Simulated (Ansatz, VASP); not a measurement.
**La2Mg3 in VASP and in Ansatz**

INCAR

```
PREC = Accurate
ENCUT = 600
EDIFF = 1E-6
ISMEAR = 0
SIGMA = 0.1
LREAL = F
LASPH = T
NELM = 100
ALGO = Normal
ISIF = 3
LWAVE = F
LCHARG = F
GGA = PE
IBRION = 2
NSW = 90
EDIFFG = -0.04
```

Contents of KPOINTS:

```
Automatic mesh
0
Gamma
  4 4 4
```

POSCAR

```
La2Mg3
1.0
    4.1167813200      0.0000000000      0.0000000000
    0.0000000000      4.1167813200      0.0000000000
    0.0000000000      0.0000000000      4.1167813200
La Mg
2 3
Direct
    0.0000000000      0.0000000000      0.0000000000
    0.5000000000      0.5000000000      0.5000000000
    0.0000000000      0.5000000000      0.5000000000
    0.5000000000      0.0000000000      0.5000000000
    0.5000000000      0.5000000000      0.0000000000
```

Input for Ansatz:

```yaml
crystal:
  lattice:
    - [4.11678132, 0.0, 0.0]
    - [0.0, 4.11678132, 0.0]
    - [0.0, 0.0, 4.11678132]
  atoms:
    - { symbol: La, position: [0.0, 0.0, 0.0] }
    - { symbol: La, position: [0.5, 0.5, 0.5] }
    - { symbol: Mg, position: [0.0, 0.5, 0.5] }
    - { symbol: Mg, position: [0.5, 0.0, 0.5] }
    - { symbol: Mg, position: [0.5, 0.5, 0.0] }
basis:
  ecutwfc: 420
kpoints:
  mp_grid: { grid: [4, 4, 4] }
hamiltonian:
  xc: pbe
scf:
  occupations: { method: gaussian, width: 0.1 }
  lower_state_search: "off"
output:
  forces: true
  stress: true
  eigenvalues: true
relax:
  adjacent_minimum: "off"
  f_tol: 0.04
  max_steps: 70
  cell: { stress_tol: 0.4 }
```

Alike in both runs: task relaxation of cell and atoms; functional PBE; k mesh 4 × 4 × 4; occupations gaussian, width 0.1 eV; no spin polarisation.

```csv
,VASP,Ansatz
version,VASP 6.6.1,Ansatz 0.2.0
potentials or method,"VASP PAW PBE potentials, release 64 (La, Mg)","scalar-relativistic, plane waves, PAW"
plane-wave cutoff (eV),600,420
valence electrons in the cell,28,52
```

```tsv
	VASP	Ansatz	Ansatz less VASP
gap on the k mesh at the Fermi level, each at its own relaxed structure (eV)	none	none	-
relaxed volume (Å³/atom)	36.32	36.42	+0.097
relaxed cell length with the largest relative difference (Å)	5.663	5.668	+0.0050
energy change over the relaxation (meV/atom)	-4573	-4527	+45.2
```

A gap of «none» marks a metal or a gap that the smearing closes. The two sets of potentials don't hold the same shells in valence.

Caveats: the k mesh is coarse (spacing up to 0.38 Å⁻¹), so the values aren't converged; the volume moved by over 15 % at a fixed basis, so the end points are rough. The runs have no spin-orbit coupling, so splittings on La are missing.
